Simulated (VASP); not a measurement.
Input:

```
CELL_PARAMETERS angstrom
      6.33631     0.00000     0.00000
      0.00000     6.33631     0.00000
      0.00000     0.00000     6.33631
ATOMIC_POSITIONS crystal
  Cs 0.00000 0.00000 0.00000
  Sn 0.50000 0.50000 0.50000
  I  0.50000 0.00000 0.50000
  I  0.00000 0.50000 0.50000
  I  0.50000 0.50000 0.00000
```

These are PBE GGA, VASP's PBE PAW potentials (set 64) (plane waves; VASP) values and carry that method's errors. Run with 300 eV cut-off, 3×3×3 Γ-centred mesh, Fermi-Dirac smearing of 0.050 eV, potentials Cs_sv Sn_d I.

Unless said otherwise, spin-orbit coupling is left out, though it shifts the bands of the heavy elements here.

Question: Give the energies of bands 13 to 25 at the high-symmetry points, in eV from the valence-band maximum.

Answer: 
| band | Γ | X | M | R |
|---|---|---|---|---|
| 13 | -6.02 | -6.77 | -7.39 | -7.97 |
| 14 | -4.18 | -4.08 | -3.93 | -2.84 |
| 15 | -4.18 | -4.08 | -2.98 | -2.84 |
| 16 | -4.18 | -2.66 | -2.33 | -2.84 |
| 17 | -1.98 | -2.20 | -2.33 | -2.19 |
| 18 | -1.98 | -2.20 | -2.25 | -2.19 |
| 19 | -1.98 | -2.12 | -2.25 | -1.45 |
| 20 | -1.85 | -1.95 | -2.20 | -1.45 |
| 21 | -1.85 | -1.95 | -1.47 | -1.45 |
| 22 | -1.85 | -1.38 | -0.68 | 0.00 |
| 23 | 2.44 | 1.31 | 1.00 | 0.59 |
| 24 | 3.48 | 3.88 | 1.00 | 0.59 |
| 25 | 3.48 | 4.18 | 3.99 | 0.59 |

The gap is direct, 0.59 eV, from the valence maximum at R to the conduction minimum at R.

The structure is a typed CsSnI3 crystal (Pm-3m). The cell was not relaxed at this level.
